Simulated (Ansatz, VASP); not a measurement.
# LiH: VASP beside Ansatz, part 2 of 2

Wanted: the spread between two codes on one cell, functional and k mesh. The cell is taken from a series of runs on this material, whose earlier steps may have relaxed, scaled, displaced or heated it; both programs get it as it stands.

VASP 6.6.1 and Ansatz 0.2.0.

So far: Starting point; VASP: zone-centre phonons, PBE.

## (3) Ansatz: zone-centre phonons, PBE

Level of this step: Ansatz beside VASP: Kohn-Sham DFT, plane waves, PBE (Ansatz).

Ansatz runs on norm-conserving files, of PseudoDojo where its log says so.

The same cell, functional and mesh now go to Ansatz, which takes its cutoff from its data sets.

Input file input.yaml:

```yaml
crystal:
  lattice:
    - [-2.0036087213, 0.0, 2.0036087213]
    - [0.0, 2.0036087213, 2.0036087213]
    - [-2.0036087213, 2.0036087213, 0.0]
  atoms:
    - { symbol: Li, position: [0.0, 0.0, 0.0] }
    - { symbol: H, position: [0.5, 0.5, 0.5] }
kpoints:
  mp_grid: { grid: [8, 8, 8] }
hamiltonian:
  xc: pbe
  pseudopotentials: { kind: nc, accuracy: standard }
scf:
  occupations: { method: fixed }
output:
  eigenvalues: true
phonons:
  method: dfpt
  dielectric: true
  rigid_motions: translations
  qmesh: [4, 4, 4]
  temperatures: { t_max: 1000, t_step: 50 }
  qpath:
    path:
      - [[0.0, 0.0, 0.0], [0.0, 0.5, 0.5], [0.0, 0.625, 0.375]]
      - [[-0.375, 0.375, 0.0], [0.0, 0.0, 0.0], [0.0, 0.5, 0.0], [-0.25, 0.5, 0.25], [0.0, 0.5, 0.5]]
    npoints: 12
```

Started as:

```bash
ansatz run input.yaml --threads 2 --pin off --max-ram 4096MiB --backend cpu --events-out ev --progress --plain --runs-dir out
```

Numbers of over 12 decimals in the logs are rounded to 6 here.

Log:

```text
Engine: ansatz 0.2.0, x86_64-unknown-linux-gnu
Pseudopotentials: kind: nc
Pseudopotential: Li, nc, valence charge 3, recommended cutoff 1006.821291 eV (normal), Li.nc.azcp (PseudoDojo's, or run here from an input of PseudoDojo's; its table is named by hamiltonian.pseudopotentials.accuracy)
Pseudopotential: H, nc, valence charge 1, recommended cutoff 979.609905 eV (normal), H.nc.azcp (PseudoDojo's, or run here from an input of PseudoDojo's; its table is named by hamiltonian.pseudopotentials.accuracy)
Functional definition: PBE
  parameter kappa = 0.804
  parameter beta = 0.066725
  exchange = pbe_x(kappa = kappa, mu = beta*pi^2/3)
  correlation = pbe_c(beta = beta)
Crystal: 2 atoms, lattice volume = 16.087 Å³
Basis set: ecut = 1006.821291 eV, 1211 PW (Γ), exchange–correlation on 60×60×60 points (8 copies of the dense FFT grid, shifted against one another)
Bands: 6, of which v1, the nominal top of the filled ones, is band 2 counted from 1 (1 counted from 0)
Symmetry: 48 space group operations
k-points: 59 of 512 (irreducible under 8 space group operations, time reversal used)
Non-local potential: Li, projectors of the file, l = 0: 2, l = 1: 2
Non-local potential: H, projectors of the file, l = 0: 2, l = 1: 1
Initial density: superposition of atomic densities (chi_scale 0.1, normalization cell, long waves kept (reshape's long-wave potential 0.00 eV rms))
Initial wavefunctions: pseudopotential atomic-orbital guess
Functional: x = pbe(κ = 0.804, μ = 0.219515), c = pbe(β = 0.066725)
SCF iter   1: F=—  HF=-212.905060 eV  |F-HF|=—  |Δ(HF+E_count)|=         —  Δρ=6.08e-2  dr2=5.29e-1  ethr=3.10e-3  ⟨swp⟩=4.0  Hψ=2826  notcnv=0  defer=5
preconditioner: auto → none  [insulator: Δε(μ)=3.690 eV  Ē_g=14.596 eV  n_scr=0 (ndim 8)  ℏωp=13.1 eV  f_vac=0.000  ε∞_Penn≈1.8]
SCF iter   2: F=—  HF=-212.750827 eV  |F-HF|=—  |Δ(HF+E_count)|=   1.54e-1  Δρ=1.86e-2  dr2=5.48e-2  ethr=3.10e-3  ⟨swp⟩=2.0  Hψ=951  notcnv=0  defer=102
SCF iter   3: F=—  HF=-212.737290 eV  |F-HF|=—  |Δ(HF+E_count)|=   1.35e-2  Δρ=1.68e-3  dr2=1.86e-4  ethr=1.37e-3  ⟨swp⟩=2.7  Hψ=527  notcnv=0  defer=108
SCF iter   4: F=—  HF=-212.737648 eV  |F-HF|=—  |Δ(HF+E_count)|=   3.58e-4  Δρ=8.11e-5  dr2=3.38e-7  ethr=4.65e-6  ⟨swp⟩=2.2  Hψ=551  notcnv=0  defer=108
SCF iter   5: F=—  HF=-212.737648 eV  |F-HF|=—  |Δ(HF+E_count)|=   4.89e-7  Δρ=4.89e-6  dr2=8.60e-10  ethr=8.46e-9  ⟨swp⟩=2.0  Hψ=417  notcnv=0  defer=12
SCF iter   6: F=-212.737648 eV  HF=-212.737648 eV  |F-HF|=1.52e-11  |Δ(HF+E_count)|=   2.68e-9  Δρ=3.53e-7  dr2=9.57e-12  ethr=2.50e-12  ⟨swp⟩=7.7  Hψ=1860  notcnv=0
SCF 1 converged in 6 iterations: F = -212.737648 eV  dr2 = 9.57e-12
DFPT response loops at Γ: preconditioner auto → none (the input reference at scf.mixing.eps_inf says where Resta's filter doesn't serve); β = 0.50; Broyden in place of MSR1
── the response to a field inside a basis, on 10×10×10 k-points: an SCF that follows is theirs, and a resumed run solves both again ──
Bands: 3, of which v1, the nominal top of the filled ones, is band 2 counted from 1 (1 counted from 0)
k-points: 110 of 1000 (irreducible under 12 space group operations)
Initial density: handed on by an earlier stage of this run
Initial wavefunctions: pseudopotential atomic-orbital guess (no wavefunctions were taken with the density)
Eigensolver: Dense (110 Hₖ)
SCF iter   1: F=—  HF=-212.737613 eV  |F-HF|=—  |Δ(HF+E_count)|=         —  Δρ=7.19e-5  dr2=1.59e-7  ethr=1.00e-1
preconditioner: auto → none  [insulator: Δε(μ)=3.372 eV  Ē_g=9.098 eV  n_scr=0 (ndim 8)  ℏωp=13.1 eV  f_vac=0.000  ε∞_Penn≈3.1]
SCF iter   2: F=-212.737613 eV  HF=-212.737613 eV  |F-HF|=7.66e-8  |Δ(HF+E_count)|=   2.09e-7  Δρ=3.62e-5  dr2=3.10e-8  ethr=3.98e-9
SCF 1 converged in 2 iterations: F = -212.737613 eV  dr2 = 3.10e-8
DFPT response loops at Γ: mixed as the last ones told, above
WARN: field response: ε∞ stands inside a basis, on 10×10×10 points; the force constants stand on the 8×8×8 k-mesh, whose period is 12.25 times the interband length at k = (0.0000, -0.5000, -0.5000), direct gap 2.988 eV, under 14: take them and everything formed from them as unconverged, and compare with a denser kpoints.mp_grid
NSCF: frozen V_eff on 29 k-points
NSCF: frozen V_eff on 576 k-points
DFPT response loops at q = (0, 0, 0.25) (fractional): mixed as the last ones told, above
NSCF: frozen V_eff on 300 k-points
DFPT response loops at q = (0, 0, -0.5) (fractional): mixed as the last ones told, above
NSCF: frozen V_eff on 328 k-points
DFPT response loops at q = (0, 0.25, 0.25) (fractional): mixed as the last ones told, above
NSCF: frozen V_eff on 1024 k-points
DFPT response loops at q = (0, 0.25, -0.5) (fractional): mixed as the last ones told, above
NSCF: frozen V_eff on 576 k-points
DFPT response loops at q = (0, 0.25, -0.25) (fractional): mixed as the last ones told, above
NSCF: frozen V_eff on 190 k-points
DFPT response loops at q = (0, -0.5, -0.5) (fractional): mixed as the last ones told, above
NSCF: frozen V_eff on 328 k-points
DFPT response loops at q = (0.25, -0.5, -0.25) (fractional): mixed as the last ones told, above
SCF converged after 6 iterations
Free energy (F): -212.737648 eV
Harris-Foulkes:  -212.737648 eV  (|F-HF|=1.52e-11)
Internal energy: -212.737648 eV  (E = F + TS)
E sigma→0 (E₀):  -212.737648 eV
Fermi energy:    0.643800 eV
--- Per-component energies (eV) ---
  E_band       = -90.510186
  E_kinetic    = 157.712801
  E_local      = -135.881414  (includes V_loc(G=0)·N_el)
  E_nonlocal   = -128.582256
  E_hartree    = 44.187847
  E_xc         = -56.050148
  E_vxc        = -72.135006  (∫ρ·V_xc dr)
  E_ewald      = -94.124476
  E_smearing   = -0.000000  (= −TS)
  E_closure    = 0.000000  (closes the sum)
  Σ components = -212.737648   (vs F -212.737648, Δ=0.00e0)
--- Band table (eV; the first three rows and the last of 59) ---
  k-point 0: bands = ["-43.6042", "-4.7948", "16.7416", "18.5448", "18.5448", "18.5448"]
  k-point 1: bands = ["-43.5974", "-4.5194", "14.5207", "17.2172", "17.9954", "17.9954"]
  k-point 2: bands = ["-43.5809", "-3.7294", "10.3713", "15.7188", "17.3006", "17.3006"]
  k-point 58: bands = ["-43.5436", "0.6438", "3.6316", "11.4696", "11.4696", "14.6459"]
--- Phonons (Γ-DFPT): 2 representative perturbations + reference, on 59 of 512 k-points (Σ response iterations 7) ---
  k mesh reduced under 8 symmetry operations, with k and −k counted as one. Each operation leaves every solved perturbation unchanged. A smaller set is not considered because the run solves the response to a homogeneous field
  ASR residual: 7.418e-5 → 0.000e0 eV/Å²; symmetrization residual: 4.425e-7 eV/Å²
  ASR residual per site (eV/Å²): 1.24e-5 7.42e-5
  Γ frequencies (cm⁻¹): 0.00 0.00 0.00 584.03 584.03 584.03
  ε∞ (high-frequency dielectric tensor):
        4.378892    -0.000000    -0.000000
       -0.000000     4.378892     0.000000
       -0.000000     0.000000     4.378892
  ε⁰ (static dielectric tensor: ions relaxed, cell fixed):
       14.961998    -0.000000    -0.000000
       -0.000000    14.961998     0.000000
       -0.000000     0.000000    14.961998
  ε⁰ − ε∞ (ionic part):
       10.583106     0.000000    -0.000000
        0.000000    10.583106     0.000000
       -0.000000     0.000000    10.583106
  softest optical mode at Γ: 584.03 cm⁻¹; the repairs (sum rule, projections) moved no ω² at Γ by more than (4.55 cm⁻¹)²
  Born effective charges Z* (e; rows j = field, columns β = displacement):
    site 0:
         1.01918    0.00000   -0.00000
        -0.00000    1.01918   -0.00000
        -0.00000   -0.00000    1.01918
    site 1:
        -1.01918   -0.00000    0.00000
         0.00000   -1.01918    0.00000
         0.00000    0.00000   -1.01918
  Z* charge neutrality: 3.913e-4 e pre-enforcement
  solved inside a basis spanned on kpoints, on 10×10×10 k-points, its susceptibility summed on 14×14×14: ε∞ is read to err by 1.6e-2, Z* by 9.8e-3 e (field_mesh: kpoints solves on kpoints); Z* is corrected for what the basis lacks
  optical modes at Γ without the LO–TO term, one row a degenerate level:
      ω (cm⁻¹)  modes    IR ((D/Å)²/amu)
        584.03      3            81.6809
  optical modes at Γ + LO–TO along q̂ = [1.0000, 0.0000, 0.0000]:
      ω (cm⁻¹)  modes    IR ((D/Å)²/amu)
        584.03      2            54.4539
       1079.57      1            27.2270
  optical modes at Γ + LO–TO along q̂ = [0.0000, 1.0000, 0.0000]:
      ω (cm⁻¹)  modes    IR ((D/Å)²/amu)
        584.03      2            54.4539
       1079.57      1            27.2270
  optical modes at Γ + LO–TO along q̂ = [0.0000, 0.0000, 1.0000]:
      ω (cm⁻¹)  modes    IR ((D/Å)²/amu)
        584.03      2            54.4539
       1079.57      1            27.2270
--- Phonons (arbitrary-q DFPT): 8 irreducible q on the 4×4×4 mesh ---
  q = [0.0000, 0.0000, 0.0000] (star 1, of the zone-centre solve; hermiticity 8.02e-7, symmetrization 1.61e-15): -0.00 0.00 0.00 584.03 584.03 584.03
  q = [0.0000, 0.0000, 0.2500] (star 8, 2 solved perturbations on 288 of 512 k-point pairs; hermiticity 6.09e-8, symmetrization 2.15e-13): 201.17 201.17 359.92 708.13 708.13 1081.43
  q = [0.0000, 0.0000, -0.5000] (star 4, 2 solved perturbations on 150 of 512 k-point pairs; hermiticity 9.96e-14, symmetrization 2.14e-13): 272.04 272.04 520.77 769.87 769.87 1065.08
  q = [0.0000, 0.2500, 0.2500] (star 6, 4 solved perturbations in 528 linear systems a pass and spin channel, the states on 164 of 512 k-point pairs; hermiticity 4.85e-8, symmetrization 2.73e-13): 246.60 246.60 334.13 714.94 714.94 1060.96
  q = [0.0000, 0.2500, -0.5000] (star 24, 4 solved perturbations in 1600 linear systems a pass and spin channel, the states on 512 of 512 k-point pairs; hermiticity 5.74e-8, symmetrization 1.17e-13): 293.60 325.12 434.63 791.90 857.91 1021.11
  q = [0.0000, 0.2500, -0.2500] (star 12, 4 solved perturbations in 904 linear systems a pass and spin channel, the states on 288 of 512 k-point pairs; hermiticity 7.69e-8, symmetrization 1.29e-13): 259.35 322.96 430.97 772.37 828.84 1035.97
  q = [0.0000, -0.5000, -0.5000] (star 3, 4 solved perturbations in 308 linear systems a pass and spin channel, the states on 95 of 512 k-point pairs; hermiticity 9.52e-8, symmetrization 4.08e-13): 313.66 313.66 413.77 819.09 819.09 1031.98
  q = [0.2500, -0.5000, -0.2500] (star 6, 4 solved perturbations in 502 linear systems a pass and spin channel, the states on 164 of 512 k-point pairs; hermiticity 3.99e-8, symmetrization 2.61e-13): 347.88 372.11 372.11 870.27 933.06 933.06
  sum rule: each row above includes the acoustic sum rule's correction from the zone centre's row sums; it moved no ω² by more than (4.47 cm⁻¹)²
  mesh force constants: q→R imaginary residual 1.15e-18; ASR residual 7.418e-5 → 0.000e0 eV/Å²; symmetrization residual 4.441e-15 eV/Å²
  interpolated dispersion: 75 rows × 6 modes
  density of states and harmonic sums: on the 28×28×28 q-mesh, interpolated from the force constants of a 4×4×4 supercell (with the dipole–dipole term)
  largest difference from the sums on the solved wave vectors: F 7.11e-3 eV, S 1.13e-5 and C_V 3.86e-6 eV/K
  zero-point energy: 0.223225 eV/cell   skipped modes (ω ≤ 0): 3   left out of the sums: 2.28e-5 of the cell's modes: C_V's classical limit lies that fraction below 3 k_B per atom; for a crystal, a wire or a layer, F and S can be off by more, and a phonons.interpolated_qmesh denser along its periods is the remedy for the sampling
```

The column dr2 measures how far the density is from self-consistency, as an energy; F and HF (Harris–Foulkes) agree once it is small.

## (4) Differences

Known differences besides the potentials themselves: fixed occupations in Ansatz, narrow Gaussian smearing in VASP; VASP's run holds the zone centre alone; VASP's response is taken on the typed mesh, Ansatz refines its own for the field response alone; the cutoff is 1006.82 eV in Ansatz and 750 eV in VASP. Total energies have different zeros and are not compared.

Both answers:

```
                                     quantity  Ansatz   VASP  difference
                                        ε∞ xx    4.38   4.47     -1.98 %
                                        ε∞ yy    4.38   4.47     -1.98 %
                                        ε∞ zz    4.38   4.47     -1.98 %
Born charge of Li1 (mean of the diagonal) (e)    1.02   1.03       -0.01
 Born charge of H2 (mean of the diagonal) (e)   -1.02  -1.03       +0.01
                   optical mode 1 to 3 (cm⁻¹)   584.0  585.0     -0.17 %
```

Modes are paired by rising frequency, not by their patterns, so a pair may set unlike modes beside each other; they are those without the splitting of longitudinal modes.

## (5) Summary of results

```yaml
r_m_s_difference_of_the_optical_zone_centre_modes_each_program_s_sorted_by_frequency_zone_centre_phonons_pbe: 0.99 cm⁻¹
difference_in_eps_infinity_xx_zone_centre_phonons_pbe: -2.0 %
```

What this shows: The r.m.s. difference of the optical zone-centre modes, each program's sorted by frequency is 0.99 cm⁻¹ (zone-centre phonons, PBE). Among the rows given in per cent, the largest difference of the zone-centre phonons, PBE pair is in ε∞ xx, -2.0 %. Such differences can come from data sets, numerical settings and the points named under the comparisons, not from the functional's error against experiment.

[Lines on the potential files, build, host, timing and source positions are cut from VASP's logs without a mark.]

[Logs are printed without paths, hosts, clocks, repeated set-up lines and the standing remarks that a program may print on its own settings, such as how far it seeks lower states.]

[Hosts, paths, dates, database ids (printed as entryN), source tags and the programs' standing remarks are cut or masked in the printed files.]
